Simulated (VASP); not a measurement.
The system is Na3AlO3.

```
Na Al O
1.0
     2.38555   -4.16362    0.00000
     2.38555    4.16362    0.00000
     0.00000    0.00000    6.06366
Na Al O
3 1 3
Cartesian
  2.3856 0.0000 3.0318
  2.3856 -1.4362 0.0000
  2.3856 1.4362 0.0000
  0.0000 0.0000 3.0318
  1.1928 2.0818 3.0318
  1.1928 -2.0818 3.0318
  0.0000 0.0000 0.0000
```

The cell was built by a generator and needn't be a form met in nature.

| Quantity | Value |
| --- | --- |
| Program | VASP 6.6.1 |
| Task | relaxation of cell and atoms |
| Functional | PBE |
| Potentials or basis | VASP PAW PBE potentials, release 64 (Na_pv, Al, O) |
| Cutoff | 520 eV |
| k mesh | 4 × 4 × 3 |
| Occupations | gaussian, width 0.15 eV |
| Spin | no spin polarisation |

At the start: pressure -8.1 GPa; volume 17.21 Å³/atom.

Problem. How do energy, volume and symmetry change on relaxing?

Solution. Over 19 steps the energy falls by 989.5 meV/atom and the volume is 10.92 Å³/atom (-36.5 %); space group Cmmm (No. 65, to 0.05 Å).

Step by step:
| step | energy change (eV) | largest force (eV/Å) | pressure (GPa) | volume (Å³) |
| --- | --- | --- | --- | --- |
| 1 | 0.0000 | 0.2923 | -8.08 | 120.46 |
| 2 | -3.1803 | 0.9271 | -8.36 | 105.02 |
| 3 | 26.6197 | 26.3270 | 198.01 | 57.00 |
| 4 | -4.0540 | 1.1839 | -7.88 | 100.12 |
| 5 | -3.8433 | 1.4779 | 21.68 | 78.61 |
| 6 | -5.1911 | 0.9700 | -2.38 | 91.29 |
| 7 | -5.2873 | 0.5825 | 1.56 | 87.49 |
| 8 | -5.2939 | 0.6804 | 1.00 | 88.16 |
| 9 | -5.6383 | 0.1816 | -2.06 | 88.14 |
| 10 | -5.8725 | 0.3204 | -4.61 | 87.69 |
| 11 | -6.1647 | 0.1366 | -4.99 | 85.08 |
| 12 | -6.8291 | 0.4189 | -0.53 | 76.54 |
| 13 | -6.8014 | 0.6533 | 4.32 | 72.85 |
| 14 | -6.8552 | 0.5207 | 0.57 | 75.09 |
| 15 | -6.8544 | 0.5300 | 1.55 | 74.61 |
| 16 | -6.8973 | 0.3968 | 0.86 | 75.19 |
| 17 | -6.9140 | 0.2736 | 0.53 | 75.69 |
| 18 | -6.9154 | 0.2346 | 0.46 | 75.86 |
| 19 | -6.9264 | 0.0191 | 0.13 | 76.45 |

Final structure:
```
CELL_PARAMETERS angstrom
2.81640 -3.50017 0.00000
2.81640 3.50017 0.00000
0.00000 0.00000 3.87737
ATOMIC_POSITIONS crystal
Na 0.50000 0.50000 0.50000
Na 0.70723 0.29277 0.00000
Na 0.29277 0.70723 0.00000
Al 0.00000 0.00000 0.50000
O 0.00000 0.50000 0.50000
O 0.50000 0.00000 0.50000
O 0.00000 0.00000 0.00000
```

Caveat: the volume moved by over 15 % at a fixed basis, so the end points are rough.
